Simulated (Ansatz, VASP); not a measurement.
## LiLuF4 (LiLuF4 (C2/c)) in two plane-wave programs

One calculation is typed for both programs; each brings its own data sets. How far apart do they land? The structure shown is the end of the Ansatz relaxation below.

Program: Ansatz 0.2.0. Level of theory: plane waves, with VASP 6.6.1 beside it; single point at PBEsol. Results are calculated unless marked as measured.

### 1. Set-up

The cell holds 192 atoms: 32 Li, 32 Lu and 128 F. Cell: a = 12.735 Å, b = 12.735 Å, c = 20.477 Å, α = 113.7°, β = 113.7°, γ = 110.7°.

### 2. Ansatz: relaxation, PBEsol

Ansatz runs on its default PAW (the set named soft_2) files.

This run makes the geometry at which the two programs are then compared.

Input file input.yaml:

```yaml
crystal:
  lattice:
    - [7.2380115771, -10.4781796922, -0.029210897]
    - [7.2380115771, 10.4781796922, -0.029210897]
    - [-14.4133238279, 0.0, 14.5458376184]
  atoms:
    - { symbol: Li, position: [0.0624304227, 0.4375695773, 0.1875] }
    - { symbol: Li, position: [0.4375695773, 0.0624304227, 0.0625] }
    - { symbol: Lu, position: [0.1874987278, 0.3125012722, 0.0625] }
    - { symbol: Lu, position: [0.3125012722, 0.1874987278, 0.1875] }
    - { symbol: F, position: [0.3133647638, 0.0192462897, 0.0916566323] }
    - { symbol: F, position: [0.3800426008, 0.3359580783, 0.0745728956] }
    - { symbol: F, position: [0.1640419217, 0.1199573992, 0.0504271044] }
    - { symbol: F, position: [0.1866352362, 0.4807537103, 0.1583433677] }
    - { symbol: F, position: [0.3359580783, 0.3800426008, 0.1995728956] }
    - { symbol: F, position: [0.1199573992, 0.1640419217, 0.1754271044] }
    - { symbol: F, position: [0.0192462897, 0.3133647638, 0.2166566323] }
    - { symbol: F, position: [0.4807537103, 0.1866352362, 0.0333433677] }
    - { symbol: Li, position: [0.0624304227, 0.4375695773, 0.4375] }
    - { symbol: Li, position: [0.4375695773, 0.0624304227, 0.3125] }
    - { symbol: Lu, position: [0.1874987278, 0.3125012722, 0.3125] }
    - { symbol: Lu, position: [0.3125012722, 0.1874987278, 0.4375] }
    - { symbol: F, position: [0.3133647638, 0.0192462897, 0.3416566323] }
    - { symbol: F, position: [0.3800426008, 0.3359580783, 0.3245728956] }
    - { symbol: F, position: [0.1640419217, 0.1199573992, 0.3004271044] }
    - { symbol: F, position: [0.1866352362, 0.4807537103, 0.4083433677] }
    - { symbol: F, position: [0.3359580783, 0.3800426008, 0.4495728956] }
    - { symbol: F, position: [0.1199573992, 0.1640419217, 0.4254271044] }
    - { symbol: F, position: [0.0192462897, 0.3133647638, 0.4666566323] }
    - { symbol: F, position: [0.4807537103, 0.1866352362, 0.2833433677] }
    - { symbol: Li, position: [0.0624304227, 0.4375695773, 0.6875] }
    - { symbol: Li, position: [0.4375695773, 0.0624304227, 0.5625] }
    - { symbol: Lu, position: [0.1874987278, 0.3125012722, 0.5625] }
    - { symbol: Lu, position: [0.3125012722, 0.1874987278, 0.6875] }
    - { symbol: F, position: [0.3133647638, 0.0192462897, 0.5916566323] }
    - { symbol: F, position: [0.3800426008, 0.3359580783, 0.5745728956] }
[... 156 atom lines left out ...]
    - { symbol: F, position: [0.6640419217, 0.6199573992, 0.8004271044] }
    - { symbol: F, position: [0.6866352362, 0.9807537103, 0.9083433677] }
    - { symbol: F, position: [0.8359580783, 0.8800426008, 0.9495728956] }
    - { symbol: F, position: [0.6199573992, 0.6640419217, 0.9254271044] }
    - { symbol: F, position: [0.5192462897, 0.8133647638, 0.9666566323] }
    - { symbol: F, position: [0.9807537103, 0.6866352362, 0.7833433677] }
basis:
  ecutwfc: 420
  xc_grid: 2
hamiltonian:
  xc: pbesol
kpoints:
  mp_grid: { grid: [1, 1, 1] }
scf:
  occupations: { method: fermi_dirac, width: 0.01 }
  max_iter: 80
output:
  forces: true
relax:
  f_tol: 0.01
  max_steps: 60
  escape_saddle: false
checkpoint:
  write: "../pristine.symmetric.run"
  compress: false
  write_wavefunctions: false
  write_every: 100000
```

The run is started by

```bash
ansatz run input.yaml --threads 12 --pin off --max-ram 56524MiB --backend cuda --events-out ev --progress --plain --runs-dir out
```

The log of the run:

```text
Engine: ansatz 0.2.0, aarch64-unknown-linux-gnu
[...]
Pseudopotential: Li, paw, valence charge 3, recommended cutoff 420 eV (normal), Li.paw.azcp
Pseudopotential: Lu, paw, valence charge 25, recommended cutoff 420 eV (normal), Lu.paw.azcp
Pseudopotential: F, paw, valence charge 7, recommended cutoff 420 eV (normal), F.paw.azcp
Functional definition: PBEsol
[...]
Crystal: 192 atoms, lattice volume = 2197.524 Å³
Basis set: ecut = 420 eV, 42863 PW (Γ), exchange–correlation on 180×180×288 points (8 copies of the dense FFT grid, shifted against one another)
Bands: 1088, of which v1, the nominal top of the filled ones, is band 896 counted from 1 (895 counted from 0)
[...]
SCF 1 converged in 8 iterations: F = -576875.070442 eV  dr2 = 6.09e-7
[...]
relax step   1: F+E_penalty+E_count = -576875.07044179 eV  Δ(F+E_penalty+E_count) = +0.000e0 eV  max|allowed force component| = 4.853e-3 eV/Å  Δτ_max = 0.0000 Å  (8 SCF iters, dr2 threshold 2.50e-6 eV [...]
[...]
preconditioner: auto → Resta (q_TF=auto, 2.637 Å⁻¹)  ε∞=4.7  [insulator: Δε(μ)=7.287 eV  Ē_g=16.706 eV  σ=0.010 eV  W_gap=1.00  n_scr=666 (ndim 8)  ℏωp=32.3 eV  f_vac=0.140  D(μ)=0.00/eV (n_scr^D=0)   [...]
SCF iter   2: F=—  HF=-576875.070442 eV  |F-HF|=—  |Δ(HF+E_count)|=   2.77e-4  Δρ=3.22e-6  dr2=2.50e-7  ethr=3.31e-11  ⟨swp⟩=3.0  Hψ=2156  notcnv=0  defer=185
SCF iter   3: F=—  HF=-576875.070442 eV  |F-HF|=—  |Δ(HF+E_count)|=   1.18e-7  Δρ=1.74e-6  dr2=1.03e-7  ethr=1.39e-11  ⟨swp⟩=2.0  Hψ=1791  notcnv=0  defer=185
[...]
SCF 2 converged in 4 iterations: F = -576875.070442 eV  dr2 = 2.71e-8
relax step   2: F+E_penalty+E_count = -576875.07044206 eV  Δ(F+E_penalty+E_count) = -2.782e-7 eV  max|allowed force component| = 4.856e-3 eV/Å  Δτ_max = 0.0000 Å  (4 SCF iters, accepted)
SCF converged after 4 iterations
[...]
```

### 3. VASP: single point, PBEsol

The same cell, functional, mesh and smearing now go to VASP, with its own data sets.

Lines of VASP's logs that name or quote its potential files are left out, and so is its time.

Input file INCAR:

```
SYSTEM = LiLuF4
PREC = Accurate
ENCUT = 650
EDIFF = 1E-06
NELM = 120
ISMEAR = -1
SIGMA = 0.01
LREAL = Auto
ALGO = Normal
GGA = PS
NBANDS = 774
LORBIT = 11
LWAVE = .FALSE.
LCHARG = .FALSE.
ISIF = 2
LASPH = .TRUE.
GGA_COMPAT = .FALSE.
EFERMI = MIDGAP
```

Input file POSCAR:

```
LiLuF4
1.0
    7.2380115771    -10.4781796922     -0.0292108970
    7.2380115771     10.4781796922     -0.0292108970
  -14.4133238279      0.0000000000     14.5458376184
Li Lu F
32 32 128
Direct
    0.0624300000      0.4375700000      0.1875000000
    0.4375700000      0.0624300000      0.0625000000
    0.0624300000      0.4375700000      0.4375000000
    0.4375700000      0.0624300000      0.3125000000
    0.0624300000      0.4375700000      0.6875000000
    0.4375700000      0.0624300000      0.5625000000
    0.0624300000      0.4375700000      0.9375000000
    0.4375700000      0.0624300000      0.8125000000
    0.0624300000      0.9375700000      0.1875000000
    0.4375700000      0.5624300000      0.0625000000
    0.0624300000      0.9375700000      0.4375000000
    0.4375700000      0.5624300000      0.3125000000
    0.0624300000      0.9375700000      0.6875000000
    0.4375700000      0.5624300000      0.5625000000
    0.0624300000      0.9375700000      0.9375000000
    0.4375700000      0.5624300000      0.8125000000
    0.5624300000      0.4375700000      0.1875000000
    0.9375700000      0.0624300000      0.0625000000
    0.5624300000      0.4375700000      0.4375000000
    0.9375700000      0.0624300000      0.3125000000
    0.5624300000      0.4375700000      0.6875000000
    0.9375700000      0.0624300000      0.5625000000
    0.5624300000      0.4375700000      0.9375000000
    0.9375700000      0.0624300000      0.8125000000
    0.5624300000      0.9375700000      0.1875000000
    0.9375700000      0.5624300000      0.0625000000
    0.5624300000      0.9375700000      0.4375000000
    0.9375700000      0.5624300000      0.3125000000
    0.5624300000      0.9375700000      0.6875000000
    0.9375700000      0.5624300000      0.5625000000
[... 156 atom lines left out ...]
    0.6640400000      0.6199600000      0.8004300000
    0.6866400000      0.9807500000      0.9083400000
    0.8359600000      0.8800400000      0.9495700000
    0.6199600000      0.6640400000      0.9254300000
    0.5192500000      0.8133600000      0.9666600000
    0.9807500000      0.6866400000      0.7833400000
```

Input file KPOINTS:

```
Automatic mesh
0
Gamma
1 1 1
0 0 0
```

Potentials, in the order of the species: Li_sv, Lu_3 and F (PBE family, release 64).

The run is started by

```bash
export OMP_NUM_THREADS=3
mpirun -np 1 vasp_gam
```

The log of the run:

```text
[banner, memory and clock lines left out]
running    1 mpi-ranks, on    1 nodes
[...]
Offloading initialized ...    1 GPUs detected
[...]
|                                                                             |
|               ----> ADVICE to this user running VASP <----                  |
|                                                                             |
|     You enforced a specific xc type in the INCAR file but a different       |
|     [... a line on the potential file left out ...]
|     I HOPE YOU KNOW WHAT YOU ARE DOING!                                     |
|                                                                             |

 LDA part: xc-table for (Slater+PW92), standard interpolation
 POSCAR, INCAR and KPOINTS ok, starting setup
[...]
entering main loop
       N       E                     dE             d eps       ncg     rms          rms(c)
DAV:   1     0.486721256632E+05    0.48672E+05   -0.47207E+05  1932   0.263E+03
DAV:   2     0.195592921672E+05   -0.29113E+05   -0.26200E+05  1732   0.106E+03
DAV:   3     0.678084443627E+04   -0.12778E+05   -0.11841E+05  2804   0.677E+02
DAV:   4     0.206649950527E+04   -0.47143E+04   -0.41983E+04  3036   0.474E+02
[...]
DAV:  35    -0.120248243654E+04    0.35934E-05   -0.32116E-06  1136   0.925E-03    0.186E-02
DAV:  36    -0.120248243279E+04    0.37474E-05   -0.13111E-05  1504   0.868E-03    0.925E-03
DAV:  37    -0.120248243185E+04    0.94247E-06   -0.21463E-06  1008   0.794E-03
   1 F= -.12024824E+04 E0= -.12024824E+04  d E =0.000000E+00
```

Parts of OUTCAR (step 3):

```text
  FREE ENERGIE OF THE ION-ELECTRON SYSTEM (eV)
  ---------------------------------------------------
  free  energy   TOTEN  =     -1202.4824318476 eV

  energy  without entropy=    -1202.4824318476  energy(sigma->0) =    -1202.48243185
```

The data set Lu_3 holds the 4f electrons frozen in the core, so no f bands or f moments appear.

### 4. Differences

Known differences besides the potentials themselves: the data sets hold 1792 valence electrons in Ansatz (on its default PAW (the set named soft_2) files) and 1280 in VASP; the cutoff is 420 eV in Ansatz and 650 eV in VASP (PREC = Accurate, projectors in real space); Ansatz makes its cores anew for this functional, VASP keeps those of its PBE data sets. Total energies have different zeros and are not compared.

Both answers:

| quantity | Ansatz | VASP | difference |
| --- | --- | --- | --- |
| gap on the k mesh (eV) | 7.287 | 7.711 | -0.424 |

Forces on 7 of the 192 atoms, those with the largest forces and the largest differences (eV/Å; atoms numbered as in POSCAR):

| atom | Ansatz x, y, z | VASP x, y, z |
| --- | --- | --- |
| F98 | 0.000, -0.001, -0.001 | -0.085, 0.081, -0.261 |
| F99 | 0.000, -0.001, 0.001 | 0.085, 0.081, 0.261 |
| F101 | 0.000, 0.001, -0.001 | -0.085, -0.081, -0.261 |
| F102 | 0.000, 0.001, 0.001 | 0.085, -0.081, 0.261 |
| F107 | 0.000, -0.001, 0.001 | 0.085, 0.081, 0.261 |
| F109 | 0.000, 0.001, -0.001 | -0.085, -0.081, -0.261 |
| F110 | 0.000, 0.001, 0.001 | 0.085, -0.081, 0.261 |

The forces differ by 135 meV/Å r.m.s., where the r.m.s. force is 0.001 eV/Å in Ansatz and 0.135 eV/Å in VASP: the atoms lie near their places of rest in Ansatz, so a percentage would say little (all taken over all components). A gap on the mesh is an upper bound, since the band edges may lie between its points.

### 5. Results

| Property | Result |
| --- | --- |
| r.m.s. force difference (single point, PBEsol) | 135 meV/Å |
| difference in gap on the k mesh (single point, PBEsol) | -0.42 eV |

What this shows: The r.m.s. force difference is 135 meV/Å (single point, PBEsol), beyond the 12 meV/Å picked in this series as the mark of a large difference. The data sets hold unlike numbers of valence electrons (1792 in Ansatz and 1280 in VASP), so part of the differences comes from the potentials. By the marks of this series, far apart in the single point, PBEsol pair: the r.m.s. force difference, 135 meV/Å and the difference in gap on the k mesh, -0.42 eV. What causes the difference of the single point, PBEsol pair stays open here. How closely two codes agree says nothing of how well the functional describes the real material.

[Lines on the potential files, build, host, timing and source positions are cut from VASP's logs without a mark.]

[Logs are printed without paths, hosts, clocks, repeated set-up lines and the standing remarks that a program may print on its own settings, such as how far it seeks lower states.]

[Hosts, paths, dates, database ids (printed as entryN), source tags and the programs' standing remarks are cut or masked in the printed files.]
